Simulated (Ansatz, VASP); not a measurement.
# Rb2SrTe2: VASP beside Ansatz

```
CELL_PARAMETERS angstrom
6.62607 0.00000 0.00000
0.00000 6.62607 0.00000
0.00000 0.00000 12.50230
ATOMIC_POSITIONS crystal
Rb 0.00000 0.00000 0.50000
Rb 0.50000 0.50000 0.50000
Sr 0.00000 0.00000 0.00000
Te 0.00000 0.00000 0.24154
Te 0.00000 0.00000 0.75846
```

Alike in both runs: functional PBE; k mesh 6 × 6 × 4; occupations gaussian, width 0.01 eV; no spin polarisation.

Ansatz relaxed the structure, and its values are those at the end. VASP's run is a single point on that final structure, the one shown.

```csv
,VASP,Ansatz
version,VASP 6.6.1,Ansatz 0.2.0
potentials or method,"VASP PAW PBE potentials, release 64 (Rb_sv, Sr_sv, Te)","scalar-relativistic, plane waves, PAW"
plane-wave cutoff (eV),520,420
valence electrons in the cell,40,60
```

```csv
,VASP,Ansatz,Ansatz less VASP
gap on the k mesh at the Fermi level (eV),0.27,0.27,+0.001
least direct gap on the mesh (eV),0.29,0.29,+0.001
pressure (GPa),0.0,0.0,-0.02
rms of the force components (eV/Å),0.005,0.000,-0.0046
```

The functional is the same, so the differences come from potentials, cutoffs and numerics. The two sets of potentials don't hold the same shells in valence. Ansatz warned: «xc_potential_rough_in_thin_density».

Caveats: spin-orbit coupling is left out, which moves the levels of the heavy elements.
